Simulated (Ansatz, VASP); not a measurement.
# AsH4F in two plane-wave programs, part 2 of 2

Aim: how closely do two programs agree when they are given the same cell, functional and k mesh? The cell is invented: As first built, before any earlier steps moved the atoms (in the runner's words): F for Br, As for N in the H4BrN structure of space group P-43m. It may not be a known or stable phase. The cell is taken from a series of runs on this material, whose earlier steps may have relaxed, scaled, displaced or heated it; both programs get it as it stands.

VASP 6.6.1 and Ansatz 0.2.0.

So far. Step 2 (VASP: single point, PBE, pair 1): The run ends at a pressure of 0.22 GPa, with forces up to 0.074 eV/Å. Step 5 (VASP: single point, LDA): The run ends at a pressure of -3.31 GPa, with forces up to 0.29 eV/Å.

## (6) Ansatz: single point, LDA

Level of this step: Ansatz beside VASP: Kohn-Sham DFT, plane waves, LDA (Ansatz).

The same cell, functional (in two slightly different forms) and mesh now go to Ansatz, which takes its cutoff from its data sets.

The cell is taken from a series of runs on this material, whose earlier steps may have relaxed, scaled, displaced or heated it; both programs get it as it stands.

Contents of input.yaml:

```yaml
crystal:
  lattice:
    - [3.874310973, 0.0, 0.0]
    - [0.0, 3.874310973, 0.0]
    - [0.0, 0.0, 3.874310973]
  atoms:
    - { symbol: H, position: [0.2282408122, 0.2282408122, 0.7717591878] }
    - { symbol: H, position: [0.2282408122, 0.7717591878, 0.2282408122] }
    - { symbol: H, position: [0.7717591878, 0.2282408122, 0.2282408122] }
    - { symbol: H, position: [0.7717591878, 0.7717591878, 0.7717591878] }
    - { symbol: F, position: [0.5, 0.5, 0.5] }
    - { symbol: As, position: [0.0, 0.0, 0.0] }
kpoints:
  mp_grid: { grid: [6, 6, 6] }
scf:
  occupations: { method: fixed }
hamiltonian:
  xc: lda
output:
  eigenvalues: true
  transmission:
    leads: [[0, 0]]
    kpoints: [[0.0, 0.0], [0.1354, -0.5]]
    e_range: [-1.0, 5.89]
    de: 0.11
```

On the command line:

```sh
ansatz run input.yaml --threads 2 --pin off --max-ram 4096MiB --backend cpu --events-out ev --progress --plain --runs-dir out
```

Numbers of over 12 decimals in the logs are rounded to 6 here.

The log of the run:

```text
[...]
Crystal: 6 atoms, lattice volume = 58.155 Å³
Basis set: ecut = 420 eV, 1141 PW (Γ)
Bands: 19, of which v1, the nominal top of the filled ones, is band 13 counted from 1 (12 counted from 0)
Symmetry: 24 space group operations
[...]
k-points: 20 of 216 (time reversal used)
[...]
k-point 19: bands = [... 9 lower, -2.7348, -0.1758, -0.1758, -0.1758, 7.1541, 7.1541, 7.1541, 8.7821, ... 2 higher]
--- Transmission ---
  basis      : 137 plane waves across, 5 finite elements along
  points     : 2, as listed
[...]
crystal 0  : H4As1F1, at the sites [0, 0], period 3.8743 Å: whole cells are its period
[...]
channels       : 0.000000e0 a spin
[...]
slowest decay  : 0.3253 /Å at (0.0000, 0.0000)
[key lines of the parts left out:]
SCF converged after 7 iterations
Free energy (F): -5629.099343 eV
Fermi energy:    1.073142 eV
```

## (7) Differences

What differs besides the data sets and the points named for the pairs above, as far as they apply: the data sets hold 26 valence electrons in Ansatz (on its default PAW (the set named soft_2) files) and 16 in VASP; VASP's log shows a relativistic correction to its local exchange, Ansatz's none. Total energies have different zeros and are not compared.

The two programs side by side:

```tsv
quantity	Ansatz	VASP	difference
gap on the k mesh (eV)	4.902	4.893	+0.010
```

A gap on the mesh is an upper bound, since the band edges may lie between its points.

## (8) VASP: single point, PBE, pair 3

A single point gives forces, pressure and levels at one fixed geometry, so differences don't come from the geometry; what else differs is listed under the comparison.

Contents of INCAR:

```
SYSTEM = AsH4F
PREC = Accurate
ENCUT = 520
EDIFF = 1E-06
NELM = 120
ISMEAR = 0
SIGMA = 0.01
LREAL = .FALSE.
ALGO = Normal
GGA = PE
NBANDS = 14
LORBIT = 11
LWAVE = .FALSE.
LCHARG = .FALSE.
ISIF = 2
LASPH = .TRUE.
GGA_COMPAT = .FALSE.
EFERMI = MIDGAP
KPAR = 2
```

Contents of POSCAR:

```
AsH4F
1.0
    3.8743109734      0.0000000000      0.0000000000
    0.0000000000      3.8743109734      0.0000000000
    0.0000000000      0.0000000000      3.8743109734
H F As
4 1 1
Direct
    0.2282408122      0.2282408122      0.7717591878
    0.2282408122      0.7717591878      0.2282408122
    0.7717591878      0.2282408122      0.2282408122
    0.7717591878      0.7717591878      0.7717591878
    0.5000000000      0.5000000000      0.5000000000
    0.0000000000      0.0000000000      0.0000000000
```

Contents of KPOINTS:

```
Automatic mesh
0
Gamma
6 6 6
0 0 0
```

PAW data sets: H, F and As (PBE family, release 64).

On the command line:

```sh
mpirun -np 2 vasp_std
```

The log of the run:

```text
[... set-up lines as in an earlier step ...]
 entering main loop
       N       E                     dE             d eps       ncg     rms          rms(c)
DAV:   1     0.504166300403E+02    0.50417E+02   -0.72277E+03   560   0.989E+02
DAV:   2    -0.193418322518E+02   -0.69758E+02   -0.64011E+02   762   0.183E+02
DAV:   3    -0.230997364926E+02   -0.37579E+01   -0.37429E+01   698   0.438E+01
DAV:   4    -0.231169539258E+02   -0.17217E-01   -0.17215E-01   632   0.349E+00
[...]
DAV:  11    -0.218494909971E+02   -0.33354E-04   -0.17260E-04   626   0.148E-01    0.162E-02
DAV:  12    -0.218494958421E+02   -0.48450E-05   -0.25452E-05   620   0.412E-02    0.389E-03
DAV:  13    -0.218494963476E+02   -0.50543E-06   -0.18255E-06   510   0.138E-02
   1 F= -.21849496E+02 E0= -.21849496E+02  d E =0.000000E+00
```

From OUTCAR (step 8):

```text
  Total        0.0783859      0.0783859      0.0783859      0.0000000     -0.0000000      0.0000000
  in kB        2.1595578      2.1595578      2.1595578      0.0000000     -0.0000000      0.0000000
  external PRESSURE =       2.1595578 kB  Pullay stress =       0.0000000 kB

 POSITION                                       TOTAL-FORCE (eV/Angst)
 -----------------------------------------------------------------------------------
      0.88428      0.88428      2.99004         0.042758      0.042758     -0.042758
      0.88428      2.99004      0.88428         0.042758     -0.042758      0.042758
      2.99004      0.88428      0.88428        -0.042758      0.042758      0.042758
      2.99004      2.99004      2.99004        -0.042758     -0.042758     -0.042758
      1.93716      1.93716      1.93716        -0.000000      0.000000      0.000000
      0.00000      0.00000      0.00000        -0.000000     -0.000000     -0.000000
 -----------------------------------------------------------------------------------
    total drift:                                0.000000      0.000000      0.000000

  FREE ENERGIE OF THE ION-ELECTRON SYSTEM (eV)
  ---------------------------------------------------
  free  energy   TOTEN  =       -21.8494963476 eV

  energy  without entropy=      -21.8494963476  energy(sigma->0) =      -21.84949635

[... 2 parts as in an earlier step ...]

[... 1 further part left out ...]
[key lines of the parts left out:]
E-fermi :   1.3741
```

The run ends at a pressure of 0.22 GPa, with forces up to 0.074 eV/Å.

## (9) Ansatz: single point, PBE, pair 3

The same cell, functional and mesh now go to Ansatz, which takes its cutoff from its data sets.

The cell is taken from a series of runs on this material, whose earlier steps may have relaxed, scaled, displaced or heated it; both programs get it as it stands.

Contents of input.yaml:

```yaml
crystal:
  lattice:
    - [3.8743109734, 0.0, 0.0]
    - [0.0, 3.8743109734, 0.0]
    - [0.0, 0.0, 3.8743109734]
  atoms:
    - { symbol: H, position: [0.2282408122, 0.2282408122, 0.7717591878] }
    - { symbol: H, position: [0.2282408122, 0.7717591878, 0.2282408122] }
    - { symbol: H, position: [0.7717591878, 0.2282408122, 0.2282408122] }
    - { symbol: H, position: [0.7717591878, 0.7717591878, 0.7717591878] }
    - { symbol: F, position: [0.5, 0.5, 0.5] }
    - { symbol: As, position: [0.0, 0.0, 0.0] }
kpoints:
  mp_grid: { grid: [6, 6, 6] }
  band_path: { path: [VBM, CBM], npoints: 30 }
scf:
  occupations: { method: fixed }
hamiltonian:
  xc: pbe
output:
  eigenvalues: true
  write_potential: true
  write_density: true
  volumetric_format: npy
```

On the command line:

```sh
ansatz run input.yaml --threads 2 --pin off --max-ram 4096MiB --backend cpu --events-out ev --progress --plain --runs-dir out
```

The log of the run:

```text
[...]
Crystal: 6 atoms, lattice volume = 58.155 Å³
Basis set: ecut = 420 eV, 1141 PW (Γ)
Bands: 19, of which v1, the nominal top of the filled ones, is band 13 counted from 1 (12 counted from 0)
Symmetry: 24 space group operations
[...]
k-points: 20 of 216 (time reversal used)
[...]
--- Band table (eV; the first three rows and the last of 20) ---
  k-point 0: bands = [... 9 lower, -1.8777, 1.4072, 1.4072, 1.4072, 6.5584, 8.8063, 8.8063, 10.7218, ... 2 higher]
  k-point 1: bands = [... 9 lower, -1.7792, 0.9729, 1.3017, 1.3017, 7.1565, 9.0289, 9.3492, 10.3728, ... 2 higher]
  k-point 2: bands = [... 9 lower, -1.5545, 0.3487, 1.0587, 1.0587, 8.1556, 9.6199, 9.8105, 9.8105, ... 2 higher]
  k-point 19: bands = [... 9 lower, -2.5357, 0.2699, 0.2699, 0.2699, 7.5681, 7.5681, 7.5681, 8.9896, ... 2 higher]
[key lines of the parts left out:]
SCF converged after 7 iterations
Free energy (F): -5727.052097 eV
Fermi energy:    1.407179 eV
```

## (10) Side by side

What differs besides the data sets and the points named for the pairs above, as far as they apply: the data sets hold 26 valence electrons in Ansatz (on its default PAW (the set named soft_2) files) and 16 in VASP. Total energies have different zeros and are not compared.

Both answers:

```tsv
quantity	Ansatz	VASP	difference
gap on the k mesh (eV)	5.031	5.020	+0.011
```

A gap on the mesh is an upper bound, since the band edges may lie between its points.

## (11) Results

```yaml
difference_in_gap_on_the_k_mesh_single_point_pbe_pair_1: 0.011 eV
difference_in_gap_on_the_k_mesh_single_point_lda: 0.0099 eV
difference_in_gap_on_the_k_mesh_single_point_pbe_pair_3: 0.011 eV
```

What this shows: The difference in gap on the k mesh is 0.011 eV (single point, PBE, pair 1), within the 0.08 eV picked in this series as the mark of a large difference. The data sets hold unlike numbers of valence electrons (26 in Ansatz and 16 in VASP), so part of the differences comes from the potentials. 1 further run of this series is not shown here. How closely two codes agree says nothing of how well the functional describes the real material.

[Lines on the potential files, build, host, timing and source positions are cut from VASP's logs without a mark.]

[Logs are printed without paths, hosts, clocks, repeated set-up lines and the standing remarks that a program may print on its own settings, such as how far it seeks lower states.]

[Hosts, paths, dates, database ids (printed as entryN), source tags and the programs' standing remarks are cut or masked in the printed files.]
